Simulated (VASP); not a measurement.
Given:

```xyz
1
Lattice="0.0000 2.5232 2.5232 2.5232 0.0000 2.5232 2.5232 2.5232 0.0000" Properties=species:S:1:pos:R:3 pbc="T T T"
Pb     0.0000     0.0000     0.0000
```

Calculation: PBE GGA, VASP's PBE PAW potentials (set 64) (plane waves; VASP). Settings: 300 eV cut-off, 11×11×11 Γ-centred mesh, Fermi-Dirac smearing of 0.050 eV, potentials Pb_d.

At this cut-off the stress carries a Pulay error, which pulls relaxed volumes low. Energy and stress use the plane-wave basis of the starting cell.

### Question
The ions, cell shape and volume are relaxed. What does this cell relax into?

### Answer

```xyz
1
Lattice="0.0000 2.5018 2.5018 2.5018 0.0000 2.5018 2.5018 2.5018 0.0000" Properties=species:S:1:pos:R:3 pbc="T T T"
Pb     0.0000     0.0000     0.0000
```
Space group Fm-3m (225), at a tolerance of 0.03 Å.

### Question
How do energy and volume change from the first to the last step?

### Answer
The energy (σ→0) changes by -2.7 meV/atom and the volume by -2.5 %, in 3 ionic steps.

```csv
step,E(σ→0) (eV),max force (eV/Å),pressure (GPa),volume (Å³)
1,-3.5649,0.000,-0.97,32.13
2,-3.5675,0.000,0.12,31.23
3,-3.5676,0.000,0.00,31.32
```

The structure comes from a computed database's Pb entry; how it stands against other phases isn't given here. This run relaxes it. Symmetry was kept, so distortions that lower it aren't found. The run is one of a series of settings (EDIFFG = -0.01, IBRION = 2, ISIF = 3, NSW = 50 against the base run), some of them coarse on purpose.
